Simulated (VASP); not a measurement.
Given:

```
CELL_PARAMETERS angstrom
     -1.63740     1.63740     4.38823
      1.63740    -1.63740     4.38823
      1.63740     1.63740    -4.38823
ATOMIC_POSITIONS crystal
  Ti 0.00000 0.00000 0.00000
  Pd 0.65686 0.65686 0.00000
  Pd 0.34314 0.34314 0.00000
```

Computed with LDA (Ceperley-Alder, Perdew-Zunger), VASP's LDA PAW potentials (set 64) (plane waves; VASP 6.6.1). Numerical set-up: 300 eV cut-off, 12×12×12 Γ-centred mesh, Gaussian smearing of 0.27 eV, potentials Ti_sv Pd.

Question: Give the energies of bands 6 to 19 at the high-symmetry points, in eV from the Fermi level.

Answer: 
```json
[
 {"band": "6", "Γ": "-4.21", "X": "-4.24", "P": "-4.56", "N": "-4.52", "M": "-5.00", "S": "-4.63", "R": "-4.21"},
 {"band": "7", "Γ": "-4.00", "X": "-3.94", "P": "-4.03", "N": "-4.01", "M": "-4.97", "S": "-4.12", "R": "-3.91"},
 {"band": "8", "Γ": "-3.73", "X": "-3.51", "P": "-4.03", "N": "-3.81", "M": "-4.66", "S": "-3.90", "R": "-3.48"},
 {"band": "9", "Γ": "-3.43", "X": "-3.29", "P": "-2.98", "N": "-3.67", "M": "-3.30", "S": "-3.71", "R": "-3.47"},
 {"band": "10", "Γ": "-3.13", "X": "-3.19", "P": "-2.72", "N": "-3.31", "M": "-3.30", "S": "-3.67", "R": "-3.13"},
 {"band": "11", "Γ": "-2.62", "X": "-2.55", "P": "-2.72", "N": "-2.56", "M": "-2.69", "S": "-2.09", "R": "-2.60"},
 {"band": "12", "Γ": "-2.62", "X": "-1.52", "P": "-1.52", "N": "-2.54", "M": "-2.55", "S": "-1.95", "R": "-1.90"},
 {"band": "13", "Γ": "-2.34", "X": "-1.43", "P": "-1.43", "N": "-2.03", "M": "-2.10", "S": "-1.48", "R": "-1.46"},
 {"band": "14", "Γ": "-2.34", "X": "-1.20", "P": "-1.27", "N": "-1.23", "M": "-1.79", "S": "-1.23", "R": "-1.40"},
 {"band": "15", "Γ": "-1.46", "X": "-0.97", "P": "-0.94", "N": "-1.00", "M": "-1.79", "S": "-0.77", "R": "-1.03"},
 {"band": "16", "Γ": "-0.51", "X": "-0.97", "P": "-0.58", "N": "0.04", "M": "-0.72", "S": "-0.71", "R": "-0.91"},
 {"band": "17", "Γ": "0.85", "X": "0.48", "P": "-0.58", "N": "0.67", "M": "0.47", "S": "0.06", "R": "0.74"},
 {"band": "18", "Γ": "0.86", "X": "1.50", "P": "1.55", "N": "1.35", "M": "1.73", "S": "1.04", "R": "1.49"},
 {"band": "19", "Γ": "0.86", "X": "1.54", "P": "2.19", "N": "1.38", "M": "1.73", "S": "1.52", "R": "1.56"}
]
```

It has no gap at this level: it comes out as a metal or semimetal.

The structure comes from a computed database's TiPd2 entry (I4/mmm); how it stands against other phases isn't given here. The cell was not relaxed at this level.
